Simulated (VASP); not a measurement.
```yaml
crystal:
  lattice:
    - [5.03197, 2.50978, 2.50978]
    - [2.50978, 5.03197, 2.50978]
    - [2.50978, 2.50978, 5.03197]
  atoms:
    - { symbol: Mn, position: [0.00000, 0.00000, 0.00000], spin: 4.0 }
    - { symbol: Mn, position: [0.50000, 0.50000, 0.50000], spin: -4.0 }
    - { symbol: S, position: [0.25000, 0.25000, 0.25000] }
    - { symbol: S, position: [0.75000, 0.75000, 0.75000] }
```

Method: PBEsol GGA, VASP's PBE PAW potentials (set 64) (plane waves; VASP). Numerical set-up: 520 eV cut-off, 8×8×8 Γ-centred mesh, tetrahedra with Blöchl corrections, potentials Mn_pv S.

Question: The job: MnS (rock salt, AFM-II order), 4 atoms, PBEsol, static run, 520 eV, 8×8×8 Γ-centred mesh. Roughly how much core time does it take on a busy server core?

Answer: About 4 core-minutes (one run on a shared machine, a rough figure). It had 65 irreducible k-points, 23 bands, up to 1756 plane waves and 16 electronic steps.

The compound is MnS in the rock salt, AFM-II order structure. It was relaxed first, which changed the volume by -10 %. The spin order is the one that the start imposed; others were not tried in this run.
